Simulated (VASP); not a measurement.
An input for Quantum ESPRESSO's pw.x (written as the equivalent of a VASP run, and not itself run):

```
&CONTROL
  calculation = 'vc-relax'
  pseudo_dir = './pseudo'
  outdir = './out'
  tprnfor = .true.
  tstress = .true.
  nstep = 60
  forc_conv_thr = 0.00039
/
&SYSTEM
  ibrav = 0
  nat = 2
  ntyp = 2
  ecutwfc = 76
  occupations = 'smearing'
  smearing = 'gaussian'
  degauss = 0.003675
  input_dft = 'pz'
/
&ELECTRONS
  conv_thr = 7.3e-08
  electron_maxstep = 100
/
&IONS
/
&CELL
/
ATOMIC_SPECIES
  B 10.810 B.upf
  P 30.974 P.upf
CELL_PARAMETERS angstrom
    -0.0000000    2.2448217    2.2448217
     2.2448217   -0.0000000    2.2448217
     2.2448217    2.2448217    0.0000000
ATOMIC_POSITIONS crystal
  B    0.0000000  0.0000000  0.0000000
  P    0.2500000  0.2500000  0.2500000
K_POINTS automatic
  9 9 9 0 0 0
```

### Question
Translate this input to VASP (INCAR, KPOINTS, POSCAR, choice of POTCAR).

### Answer
Several could match; the one computed here: 
### POSCAR
```
BP
1
   -0.0000000000     2.2448216940     2.2448216940
    2.2448216940    -0.0000000000     2.2448216940
    2.2448216940     2.2448216940     0.0000000000
B P
1 1
Direct
  0.0000000000   0.0000000000   0.0000000000
  0.2500000000   0.2500000000   0.2500000000
```

KPOINTS:
```
Automatic
0
G
 9 9 9
0 0 0
```

**INCAR**
```
! general
SYSTEM  =  BP
PREC    =  Accurate
ENCUT   =  520   ! plane-wave cut-off (eV)
LREAL   =  .False.   ! projection in real space or not
LASPH   =  .True.   ! aspherical one-centre terms

! electronic loop
EDIFF   =  1E-6   ! SCF stop (eV)
NELM    =  100
ALGO    =  Normal

! smearing
ISMEAR  =  0
SIGMA   =  0.05

! ions
IBRION  =  2   ! conjugate gradients
NSW     =  60   ! most ionic steps
ISIF    =  3   ! ions, shape and volume
EDIFFG  =  -0.01

! output
LWAVE   =  .False.
LCHARG  =  .False.
```

POTCAR, in this order: B P (LDA.64 set). Program: vasp_std.

The two are equivalent in intent, not identical: the potentials are each code's own (VASP's PAW set, PseudoDojo norm-conserving files in pw.x), so ENCUT and ecutwfc are chosen apart and not converted; conv_thr bounds pw.x's estimated SCF error, while EDIFF bounds the energy change between steps; forc_conv_thr acts on force components and is met together with etot_conv_thr.

The structure comes from a computed database's BP entry (F-43m); how it stands against other phases isn't given here. It was relaxed first. The start is the result of an earlier pass.
